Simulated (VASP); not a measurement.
OSZICAR of a VASP run on CaC6 (sg166):

### OSZICAR
```
       N       E                     dE             d eps       ncg     rms          rms(c)
DAV:   1     0.239323482484E+03    0.23932E+03   -0.17886E+04  4872   0.160E+03
DAV:   2    -0.602773897879E+02   -0.29960E+03   -0.29075E+03  6672   0.376E+02
DAV:   3    -0.779063166504E+02   -0.17629E+02   -0.17446E+02  7089   0.913E+01
DAV:   4    -0.784741642553E+02   -0.56785E+00   -0.56586E+00  7661   0.144E+01
DAV:   5    -0.784836839383E+02   -0.95197E-02   -0.95263E-02  6690   0.175E+00    0.105E+01
DAV:   6    -0.684960819883E+02    0.99876E+01   -0.66477E+00  6034   0.210E+01    0.750E+00
DAV:   7    -0.647270563612E+02    0.37690E+01   -0.35703E+00  5871   0.107E+01    0.170E+00
DAV:   8    -0.670399356560E+02   -0.23129E+01   -0.20864E+00  5307   0.986E+00    0.239E+00
DAV:   9    -0.668921472492E+02    0.14779E+00   -0.46461E-01  5463   0.703E+00    0.121E+00
DAV:  10    -0.670004304188E+02   -0.10828E+00   -0.14637E-01  5057   0.365E+00    0.738E-01
DAV:  11    -0.670302717478E+02   -0.29841E-01   -0.35138E-02  5222   0.185E+00    0.138E-01
DAV:  12    -0.670972034365E+02   -0.66932E-01   -0.18236E-02  5357   0.123E+00    0.776E-02
DAV:  13    -0.670989945013E+02   -0.17911E-02   -0.19534E-03  6966   0.329E-01    0.378E-02
DAV:  14    -0.671003912422E+02   -0.13967E-02   -0.73852E-04  5839   0.192E-01    0.619E-02
DAV:  15    -0.671006380567E+02   -0.24681E-03   -0.33522E-04  5442   0.157E-01    0.172E-02
DAV:  16    -0.671006440795E+02   -0.60229E-05   -0.14709E-04  5839   0.854E-02    0.338E-03
DAV:  17    -0.671006837276E+02   -0.39648E-04   -0.17404E-05  5417   0.464E-02    0.369E-03
DAV:  18    -0.671006874159E+02   -0.36883E-05   -0.22256E-06  5848   0.149E-02    0.216E-03
DAV:  19    -0.671006883322E+02   -0.91628E-06   -0.22756E-06  5610   0.109E-02    0.968E-04
DAV:  20    -0.671006874716E+02    0.86055E-06   -0.29030E-07  4448   0.489E-03    0.117E-03
DAV:  21    -0.671006881379E+02   -0.66620E-06   -0.65591E-08  3456   0.247E-03    0.415E-04
DAV:  22    -0.671006880729E+02    0.64987E-07   -0.14150E-08  2936   0.121E-03
   1 F= -.67100688E+02 E0= -.67100688E+02  d E =0.000000E+00
       N       E                     dE             ncg
```

Which electronic solver shows in the log?

It is blocked Davidson (ALGO = Normal, or the opening steps of other solvers). The INCAR had ALGO = Normal.

Can the final energy be trusted as converged?

Self-consistency was reached. It stopped with EDIFF = 1E-7, NELM = 100 (r2SCAN meta-GGA, plane waves, VASP's PBE PAW potentials (set 64)).

The compound is CaC6 in the sg166 structure. It was relaxed first.
